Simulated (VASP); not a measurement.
```
CELL_PARAMETERS angstrom
      4.40114     0.00000     0.00000
      0.00000     4.40114     0.00000
      0.00000     0.00000     2.90111
ATOMIC_POSITIONS crystal
  Cr 0.00000 0.00000 0.00000
  Cr 0.50000 0.50000 0.50000
  O  0.30319 0.30319 0.00000
  O  0.80319 0.19681 0.50000
  O  0.19681 0.80319 0.50000
  O  0.69681 0.69681 0.00000
```
Starting moments (μB, in the order of the record's atoms Cr Cr O O O O): 2.1 2.1 -0.1 -0.1 -0.1 -0.1.

Computed with vdW-DF-cx, VASP's PBE PAW potentials (set 64) (plane waves; VASP). Settings: 520 eV cut-off, 8×8×12 Γ-centred mesh, tetrahedra with Blöchl corrections, potentials Cr_pv O.

The cores are frozen, which limits the accuracy of field gradients.

**Question.** Give the principal components of the electric field gradient (V/Å²) and the asymmetry η at each nucleus.

**Answer.** 
```json
[
 {"atom": "Cr1", "Vxx": "30.3", "Vyy": "14.1", "Vzz": "-44.4", "η": "0.37"},
 {"atom": "Cr2", "Vxx": "30.3", "Vyy": "14.1", "Vzz": "-44.4", "η": "0.37"},
 {"atom": "O3", "Vxx": "-21.0", "Vyy": "-3.3", "Vzz": "24.3", "η": "0.73"},
 {"atom": "O4", "Vxx": "-21.0", "Vyy": "-3.3", "Vzz": "24.3", "η": "0.73"},
 {"atom": "O5", "Vxx": "-21.0", "Vyy": "-3.3", "Vzz": "24.3", "η": "0.73"},
 {"atom": "O6", "Vxx": "-21.0", "Vyy": "-3.3", "Vzz": "24.3", "η": "0.73"}
]
```

The compound is CrO2 in the rutile structure. It was relaxed first.
